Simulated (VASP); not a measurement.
## SiO2 (Quartz): convergence with the smearing and k-mesh

A convergence test on SiO2 (Quartz): the smearing and k-mesh. The series runs use r2SCAN. The smearing tried: ISMEAR = 0, SIGMA = 0.01; ISMEAR = 0, SIGMA = 0.05; ISMEAR = 0, SIGMA = 0.1; ISMEAR = 0, SIGMA = 0.2; ISMEAR = 0, SIGMA = 0.5; ISMEAR = 1, SIGMA = 0.01; ISMEAR = 1, SIGMA = 0.05; ISMEAR = 1, SIGMA = 0.1; ISMEAR = 1, SIGMA = 0.2; ISMEAR = 1, SIGMA = 0.5; ISMEAR = -5. The k-mesh tried: 2 2 1; 2 2 2; 3 3 2; 4 4 3; 5 5 4; 6 6 5; 8 8 6; 10 10 8. The start is a cell from a database of measured crystal structures.

Method: r2SCAN; plane waves and PAW (Si, O), in VASP 6.6.1.

This is a report of a sequence of runs, with most program output left out.

## (1) The starting structure

Symmetry: P3_121, No. 152, trigonal system. The conventional cell has a = 4.916 Å, b = 4.916 Å, c = 5.409 Å, α = 90.00°, β = 90.00°, γ = 120.00°. Nearest to Si lie 4 O at 1.61 Å. Nearest to O lie 2 Si at 1.61 Å. Farther neighbours and most contacts between anions are not listed.

## (2) Smearing: ISMEAR = 0, SIGMA = 0.01

With a gap, smearing should do nothing until its tail reaches across the gap. r2SCAN adds the kinetic-energy density, costs more than a GGA and is run with LASPH.

The input, INCAR:

```
SYSTEM = SiO2
PREC = Accurate
ENCUT = 520
EDIFF = 1E-06
NELM = 100
ISMEAR = 0
SIGMA = 0.01
LREAL = .FALSE.
ALGO = Normal
METAGGA = R2SCAN
LASPH = .TRUE.
NBANDS = 33
LORBIT = 11
LWAVE = .FALSE.
LCHARG = .FALSE.
KPAR = 8
ISIF = 2
```

The input, POSCAR:

```
SiO2
1.0
    4.9158000000      0.0000000000      0.0000000000
   -2.4579000000      4.2572076799      0.0000000000
    0.0000000000      0.0000000000      5.4091000000
Si O
3 6
Direct
    0.5303000000      0.0000000000      0.3333333333
    0.0000000000      0.5303000000      0.6666666667
    0.4697000000      0.4697000000      0.0000000000
    0.1462000000      0.4142000000      0.8810000000
    0.5858000000      0.7320000000      0.2143333333
    0.2680000000      0.8538000000      0.5476666667
    0.4142000000      0.1462000000      0.1190000000
    0.7320000000      0.5858000000      0.7856666667
    0.8538000000      0.2680000000      0.4523333333
```

The input, KPOINTS:

```
Automatic mesh
0
Gamma
5 5 4
0 0 0
```

The projector-augmented-wave data sets are Si and O (PBE family, release 64).

The run is started by

```bash
mpirun -np 8 vasp_std
```

The job ended after 43 s (8 MPI ranks of AMD EPYC 7R43, shared host; peak memory 2.1 GiB; 5.5 min of CPU time).

The gap is read on the k-mesh alone, so it is an upper bound where the band edges lie off the mesh. The PAW data sets were made with PBE, which is usual practice but a small mismatch for other functionals.

A gap read on the k-mesh alone can miss the band edges.

Numbers from this step:

```
SCF cycles                     : 13
electrons                      : 48
bands                          : 33
irreducible k-points           : 17
symmetry operations            : 6
free energy (TOTEN)            : -89.4231 eV
Fermi energy                   : 0.6688 eV
pressure                       : 1.870 GPa
metallic                       : no
valence top at k               : 0.4, 0.2, 0
conduction bottom at k         : 0, 0, 0
least direct gap at k          : 0, 0, 0
gap on the k-mesh              : 6.657 eV
least direct gap on the k-mesh : 6.961 eV
```

The series starts at -9.9359 eV an atom and 1.87 GPa, after 13 cycles in 43 s. The entropy term T·S comes to 0.00 meV an atom in size.

## (3) Smearing: ISMEAR = 0, SIGMA = 0.05

INCAR, as its differences from that of step 2:

```diff
@@ -6,3 +6,3 @@
 ISMEAR = 0
-SIGMA = 0.01
+SIGMA = 0.05
 LREAL = .FALSE.
```

POSCAR is that of step 2.

KPOINTS is that of step 2.

The run is started by

```bash
mpirun -np 8 vasp_std
```

Run time: 42 s. Hardware: 8 MPI ranks; peak memory 2 GiB; 5.5 min of CPU time.

Against the run before the energy at zero width stays within 0.01 meV an atom and the pressure within 0.01 GPa, after 13 cycles in 42 s. The entropy term T·S comes to 0.00 meV an atom in size.

## (4) Smearing: ISMEAR = 0, SIGMA = 0.1

INCAR, as its differences from that of step 3:

```diff
@@ -6,3 +6,3 @@
 ISMEAR = 0
-SIGMA = 0.05
+SIGMA = 0.1
 LREAL = .FALSE.
```

POSCAR is that of step 3.

KPOINTS is that of step 3.

The run is started by

```bash
mpirun -np 8 vasp_std
```

It took 42 s on 8 MPI ranks; peak memory 2 GiB.

Against the run before the energy at zero width stays within 0.01 meV an atom and the pressure within 0.01 GPa, after 13 cycles in 42 s. The entropy term T·S comes to 0.00 meV an atom in size.

## (5) Smearing: ISMEAR = 0, SIGMA = 0.2

INCAR, as its differences from that of step 4:

```diff
@@ -6,3 +6,3 @@
 ISMEAR = 0
-SIGMA = 0.1
+SIGMA = 0.2
 LREAL = .FALSE.
```

POSCAR is that of step 4.

KPOINTS is that of step 4.

The run is started by

```bash
mpirun -np 8 vasp_std
```

Elapsed: 43 s, on 8 MPI ranks; peak memory 2.1 GiB; 5.6 min of CPU time.

Against the run before the energy at zero width stays within 0.01 meV an atom and the pressure within 0.01 GPa, after 13 cycles in 43 s. The entropy term T·S comes to 0.00 meV an atom in size.

## (6) Smearing: ISMEAR = 0, SIGMA = 0.5

INCAR, as its differences from that of step 5:

```diff
@@ -6,3 +6,3 @@
 ISMEAR = 0
-SIGMA = 0.2
+SIGMA = 0.5
 LREAL = .FALSE.
```

POSCAR is that of step 5.

KPOINTS is that of step 5.

The run is started by

```bash
mpirun -np 8 vasp_std
```

It took 42 s on 8 MPI ranks; peak memory 2 GiB; 5.4 min of CPU time.

Against the run before the energy at zero width stays within 0.01 meV an atom and the pressure within 0.01 GPa, after 13 cycles in 42 s. The entropy term T·S comes to 0.00 meV an atom in size.

## (7) Smearing: ISMEAR = 1, SIGMA = 0.01

INCAR, as its differences from that of step 6:

```diff
@@ -5,4 +5,4 @@
 NELM = 100
-ISMEAR = 0
-SIGMA = 0.5
+ISMEAR = 1
+SIGMA = 0.01
 LREAL = .FALSE.
```

POSCAR is that of step 6.

KPOINTS is that of step 6.

The run is started by

```bash
mpirun -np 8 vasp_std
```

Run time: 41 s. Hardware: 8 MPI ranks; peak memory 2.1 GiB; 5.4 min of CPU time.

Methfessel-Paxton smearing is not meant for a cell with a gap.

Against the first of the series the energy at zero width stays within 0.01 meV an atom and the pressure within 0.01 GPa, after 13 cycles in 41 s. The entropy term T·S comes to 0.00 meV an atom in size.

## (8) Smearing: ISMEAR = 1, SIGMA = 0.05

INCAR, as its differences from that of step 7:

```diff
@@ -6,3 +6,3 @@
 ISMEAR = 1
-SIGMA = 0.01
+SIGMA = 0.05
 LREAL = .FALSE.
```

POSCAR is that of step 7.

KPOINTS is that of step 7.

The run is started by

```bash
mpirun -np 8 vasp_std
```

Wall time 42 s (8 MPI ranks); peak memory 2.1 GiB.

Against the run before the energy at zero width moves by +0.01 meV an atom while the pressure stays within 0.01 GPa, after 13 cycles in 42 s. The entropy term T·S comes to 0.11 meV an atom in size.

## (9) Smearing: ISMEAR = 1, SIGMA = 0.1

INCAR, as its differences from that of step 8:

```diff
@@ -6,3 +6,3 @@
 ISMEAR = 1
-SIGMA = 0.05
+SIGMA = 0.1
 LREAL = .FALSE.
```

POSCAR is that of step 8.

KPOINTS is that of step 8.

The run is started by

```bash
mpirun -np 8 vasp_std
```

Elapsed: 42 s, on 8 MPI ranks; peak memory 2 GiB.

Against the run before the energy at zero width moves by +0.06 meV an atom while the pressure stays within 0.01 GPa, after 13 cycles in 42 s. The entropy term T·S comes to 0.49 meV an atom in size.

## (10) Smearing: ISMEAR = 1, SIGMA = 0.2

INCAR, as its differences from that of step 9:

```diff
@@ -6,3 +6,3 @@
 ISMEAR = 1
-SIGMA = 0.1
+SIGMA = 0.2
 LREAL = .FALSE.
```

POSCAR is that of step 9.

KPOINTS is that of step 9.

The run is started by

```bash
mpirun -np 8 vasp_std
```

It took 42 s on 8 MPI ranks; peak memory 2 GiB.

Against the run before the energy at zero width moves by +0.26 meV an atom and the pressure by -0.01 GPa, after 13 cycles in 42 s. The entropy term T·S comes to 1.80 meV an atom in size.

## (11) Smearing: ISMEAR = 1, SIGMA = 0.5

INCAR, as its differences from that of step 10:

```diff
@@ -6,3 +6,3 @@
 ISMEAR = 1
-SIGMA = 0.2
+SIGMA = 0.5
 LREAL = .FALSE.
```

POSCAR is that of step 10.

KPOINTS is that of step 10.

The run is started by

```bash
mpirun -np 8 vasp_std
```

Run time: 42 s. Hardware: 8 MPI ranks; peak memory 2.1 GiB.

Against the run before the energy at zero width moves by +1.69 meV an atom and the pressure by -0.05 GPa, after 13 cycles in 42 s. The entropy term T·S comes to 9.55 meV an atom in size.

## (12) Smearing: ISMEAR = -5

INCAR, as its differences from that of step 11:

```diff
@@ -5,4 +5,4 @@
 NELM = 100
-ISMEAR = 1
-SIGMA = 0.5
+ISMEAR = -5
+SIGMA = 0.05
 LREAL = .FALSE.
```

POSCAR is that of step 11.

KPOINTS is that of step 11.

The run is started by

```bash
mpirun -np 8 vasp_std
```

Run time: 51 s. Hardware: 8 MPI ranks; peak memory 2 GiB.

Against the first of the series the energy at zero width stays within 0.01 meV an atom and the pressure within 0.01 GPa, after 13 cycles in 51 s.

## (13) The smearing series as a table

This step: convergence of r2SCAN results with the smearing; plane waves and PAW (VASP 6.6.1).

No new run; the numbers come from the runs before.

Differences are taken from the run with ISMEAR = 0, SIGMA = 0.01. Results of the series, by row:

```csv
setting,status,energy less the reference (meV/atom),pressure (GPa),largest force difference (meV/Å),gap (eV),SCF cycles,wall time (s)
"ISMEAR = 0, SIGMA = 0.01",converged,0,1.87,0,6.657,13,43
"ISMEAR = 0, SIGMA = 0.05",converged,0,1.87,0,6.657,13,42
"ISMEAR = 0, SIGMA = 0.1",converged,0,1.87,0,6.657,13,42
"ISMEAR = 0, SIGMA = 0.2",converged,0,1.87,0,6.657,13,43
"ISMEAR = 0, SIGMA = 0.5",converged,0,1.87,0,6.657,13,42
"ISMEAR = 1, SIGMA = 0.01",converged,0,1.87,0,6.657,13,41
"ISMEAR = 1, SIGMA = 0.05",converged,0.009207,1.87,1.094,6.657,13,42
"ISMEAR = 1, SIGMA = 0.1",converged,0.06487,1.867,1.443,6.657,13,42
"ISMEAR = 1, SIGMA = 0.2",converged,0.3295,1.856,3.064,6.657,13,42
"ISMEAR = 1, SIGMA = 0.5",converged,2.017,1.807,5.079,6.658,13,42
ISMEAR = -5,converged,0,1.87,0,6.657,13,51
```

## (14) K-mesh: 2 2 1

This step: r2SCAN; plane waves and PAW (Si, O) (VASP 6.6.1).

The sum over the zone converges with the mesh, fast for insulators and slowly for metals.

INCAR, as its differences from that of step 12:

```diff
@@ -5,3 +5,3 @@
 NELM = 100
-ISMEAR = -5
+ISMEAR = -1
 SIGMA = 0.05
@@ -15,3 +15,3 @@
 LCHARG = .FALSE.
-KPAR = 8
+NCORE = 8
 ISIF = 2
```

POSCAR is that of step 12.

The input, KPOINTS:

```
Automatic mesh
0
Gamma
2 2 1
0 0 0
```

The run is started by

```bash
mpirun -np 8 vasp_std
```

Elapsed: 8.8 s, on 8 MPI ranks; peak memory 0.79 GiB.

This step gave:

| Item | Value |
| --- | --- |
| irreducible k-points | 2 |
| free energy (TOTEN) | -89.4456 eV |
| Fermi energy | 1.886 eV |
| pressure | 1.546 GPa |
| valence top at k | 0.5, 0, 0 |
| gap on the k-mesh | 6.685 eV |
| least direct gap on the k-mesh | 6.964 eV |

The series starts at -9.9384 eV an atom and 1.55 GPa, after 13 cycles in 8.8 s.

## (15) K-mesh: 2 2 2

INCAR is that of step 14.

POSCAR is that of step 14.

The input, KPOINTS:

```
Automatic mesh
0
Gamma
2 2 2
0 0 0
```

The run is started by

```bash
mpirun -np 8 vasp_std
```

The job ended after 12 s (8 MPI ranks; peak memory 0.84 GiB; 74 s of CPU time).

Against the run before the energy moves by +3.08 meV an atom and the pressure by +0.30 GPa, after 13 cycles in 12 s.

## (16) K-mesh: 3 3 2

INCAR, as its differences from that of step 15:

```diff
@@ -15,3 +15,4 @@
 LCHARG = .FALSE.
-NCORE = 8
+KPAR = 2
+NCORE = 4
 ISIF = 2
```

POSCAR is that of step 15.

The input, KPOINTS:

```
Automatic mesh
0
Gamma
3 3 2
0 0 0
```

The run is started by

```bash
mpirun -np 8 vasp_std
```

Wall time 15 s (8 MPI ranks); peak memory 0.95 GiB; 92 s of CPU time.

Against the run before the energy moves by -0.53 meV an atom and the pressure by +0.02 GPa, after 13 cycles in 15 s.

## (17) K-mesh: 4 4 3

INCAR, as its differences from that of step 16:

```diff
@@ -15,4 +15,4 @@
 LCHARG = .FALSE.
-KPAR = 2
-NCORE = 4
+KPAR = 4
+NCORE = 2
 ISIF = 2
```

POSCAR is that of step 16.

The input, KPOINTS:

```
Automatic mesh
0
Gamma
4 4 3
0 0 0
```

The run is started by

```bash
mpirun -np 8 vasp_std
```

It took 25 s on 8 MPI ranks; peak memory 1.3 GiB.

Against the run before the energy moves by -0.07 meV an atom while the pressure stays within 0.01 GPa, after 13 cycles in 25 s.

## (18) K-mesh: 5 5 4

INCAR, as its differences from that of step 17:

```diff
@@ -15,4 +15,3 @@
 LCHARG = .FALSE.
-KPAR = 4
-NCORE = 2
+KPAR = 8
 ISIF = 2
```

POSCAR is that of step 17.

The input, KPOINTS:

```
Automatic mesh
0
Gamma
5 5 4
0 0 0
```

The run is started by

```bash
mpirun -np 8 vasp_std
```

The job ended after 54 s (8 MPI ranks; peak memory 2 GiB).

Against the run before the energy moves by +0.03 meV an atom while the pressure stays within 0.01 GPa, after 13 cycles in 54 s.

## (19) K-mesh: 6 6 5

INCAR is that of step 18.

POSCAR is that of step 18.

The input, KPOINTS:

```
Automatic mesh
0
Gamma
6 6 5
0 0 0
```

The run is started by

```bash
mpirun -np 8 vasp_std
```

Wall time 68 s (8 MPI ranks); peak memory 2.2 GiB.

Against the run before the energy moves by -0.02 meV an atom while the pressure stays within 0.01 GPa, after 13 cycles in 68 s.

## (20) K-mesh: 8 8 6

INCAR is that of step 19.

POSCAR is that of step 19.

The input, KPOINTS:

```
Automatic mesh
0
Gamma
8 8 6
0 0 0
```

The run is started by

```bash
mpirun -np 8 vasp_std
```

Elapsed: 1.8 min, on 8 MPI ranks; peak memory 2.6 GiB.

Against the run before the energy stays within 0.01 meV an atom and the pressure within 0.01 GPa, after 13 cycles in 1.8 min.

## (21) K-mesh: 10 10 8

INCAR is that of step 20.

POSCAR is that of step 20.

The input, KPOINTS:

```
Automatic mesh
0
Gamma
10 10 8
0 0 0
```

The run is started by

```bash
mpirun -np 8 vasp_std
```

Elapsed: 3 min, on 8 MPI ranks; peak memory 3.1 GiB.

Against the run before the energy stays within 0.01 meV an atom and the pressure within 0.01 GPa, after 13 cycles in 3 min.

## (22) The k-mesh series as a table

This step: convergence of r2SCAN results with the mesh; plane waves and PAW (VASP 6.6.1).

Derived from the runs above.

Differences are taken from the run with 10 10 8. Results of the series, by row:

```csv
setting,status,energy less the reference (meV/atom),pressure (GPa),largest force difference (meV/Å),gap (eV),SCF cycles,wall time (s)
2 2 1,converged,-2.495,1.546,59.53,6.685,13,8.8
2 2 2,converged,0.5835,1.849,6.453,6.681,13,12.2
3 3 2,converged,0.05269,1.87,0.18,6.645,13,14.8
4 4 3,converged,-0.01396,1.871,0.015,6.671,13,25
5 5 4,converged,0.01412,1.87,0.012,6.657,13,54
6 6 5,converged,-0.001531,1.871,0.011,6.645,13,68
8 8 6,converged,0.002579,1.871,0.005,6.65,13,107
10 10 8,converged,0,1.87,0,6.649,13,181
```

## (23) What came out

```
spread of the pressure over the smearing                               : 0.0633 GPa
spread of the energy over the smearing                                 : 2.02 meV/atom
k-mesh from which the energy stays within 10 meV/atom of the reference : 2 2 1
k-mesh from which the energy stays within 1 meV/atom of the reference  : 2 2 2
k-mesh from which the pressure stays within 0.2 GPa of the reference   : 2 2 2
spread of the pressure over the k-mesh                                 : 0.325 GPa
spread of the energy over the k-mesh                                   : 3.08 meV/atom
```

What this shows: The usual rule keeps the entropy term T·S under 1 meV an atom, which holds up to a width of 0.5 eV for Gaussian and 0.1 eV for first-order Methfessel-Paxton. Farthest in energy from the narrowest smearing lies ISMEAR = 1, SIGMA = 0.5 (+2.0 meV an atom, -0.06 GPa, 5.1 meV/Å in forces). Methfessel-Paxton smearing is made for metals and can give negative occupations at band edges. From 2 2 2 on, the energy stays within 1 meV an atom of the reference, at 6.7 % of its time. The pressure holds within 0.2 GPa from 2 2 2 on. The energy swings above and below the reference, since the sum over k-points is not variational. Differences are taken from the run with 10 10 8, which is itself not the exact limit.

[Lines on the potential files, build, host, timing and source positions are cut from VASP's logs without a mark.]

[Logs are printed without paths, hosts, clocks, repeated set-up lines and the standing remarks that a program may print on its own settings, such as how far it seeks lower states.]

[Hosts, paths, dates, database ids (printed as entryN), source tags and the programs' standing remarks are cut or masked in the printed files.]

[A measured line is paired with the nearest computed mode of its activity, which favours agreement.]
